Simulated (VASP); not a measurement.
A cell of Se (trig) near equilibrium:

```yaml
crystal:
  lattice:
    - [2.25067, -3.89828, 0.00000]
    - [2.25067, 3.89828, 0.00000]
    - [0.00000, 0.00000, 4.98584]
  atoms:
    - { symbol: Se, position: [0.00000, 0.21755, 0.66667] }
    - { symbol: Se, position: [0.78245, 0.78245, 0.00000] }
    - { symbol: Se, position: [0.21755, 0.00000, 0.33333] }
```

Method: r2SCAN meta-GGA, VASP's PBE PAW potentials (set 64) (plane waves; VASP).

```json
[
 {"run": "as it is", "ΔE (meV/atom)": "0.0", "σxx": "0.00", "σyy": "0.00", "σzz": "0.06", "largest shear component, with its sign (GPa)": "0.00", "largest force (eV/Å)": "0.000", "gap (eV)": "1.32"},
 {"run": "after one change", "ΔE (meV/atom)": "12.4", "σxx": "1.12", "σyy": "2.07", "σzz": "2.22", "largest shear component, with its sign (GPa)": "0.81", "largest force (eV/Å)": "0.818", "gap (eV)": "1.26"}
]
```
Stress is in GPa, positive when the cell is compressed; gaps are those on the k-mesh, and 0.00 means metallic.

Name the change that produced these shifts.
A. biaxial strain of +0.5 % in the xz plane
B. atom 3 (Se) moved by 0.150 Å along z
C. shear strain γ_xy = -1.0 %
D. atom 3 (Se) moved by 0.100 Å along y

D, atom 3 (Se) moved by 0.100 Å along y

The compound is Se in the trig structure.
